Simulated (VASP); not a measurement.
```
KCl
1.0
    2.24008     1.29331     3.83388
   -2.24008     1.29331     3.83388
    0.00000    -2.58662     3.83388
K Cl
1 1
Cartesian
  0.00000   0.00000   8.76886
  0.00000   0.00000   2.73279
```

The base run (VASP): PBE GGA, plane waves, VASP's PBE PAW potentials (set 64). Run with 400 eV cut-off, 7×7×7 Γ-centred mesh, Gaussian smearing of 0.050 eV, potentials K_sv Cl.

One setting is varied; ΔE counts from the most expensive setting. The base run took about 10 core-seconds. Times come from single runs on busy shared machines, so they are rough: good to a factor of about 2.

Pressures at a finite cut-off, here 400 eV, hold a Pulay part, which this task's highest cut-off puts under 0.2 GPa.

```
setting                          cost over the base run  electronic steps  ΔE (meV/atom)  pressure (GPa)
-------------------------------  ----------------------  ----------------  -------------  --------------
KPOINTS 2×2×2 Γ-centred mesh                  about 1/4                14           29.2            0.37
KPOINTS 4×4×4 Γ-centred mesh                  about 1/2                13            0.1            0.09
KPOINTS 6×6×6 Γ-centred mesh       within a factor of 2                13            0.0            0.09
base run                                      reference                13            0.0            0.09
KPOINTS 8×8×8 Γ-centred mesh       within a factor of 2                13            0.0            0.09
KPOINTS 11×11×11 Γ-centred mesh              (withheld)                13            0.0            0.09
KPOINTS 13×13×13 Γ-centred mesh           about 4 times                13            0.0            0.09
```

**Question.** Complete the blanks.

**Answer.** 
- KPOINTS 11×11×11 Γ-centred mesh, cost over the base run: about 3 times

Left out are runs that failed, have no time on record or changed the cell.

The structure was generated: KCl was put into the alpha-GeTe type (R3m), which need not be its known phase. The cell was not relaxed at this level.
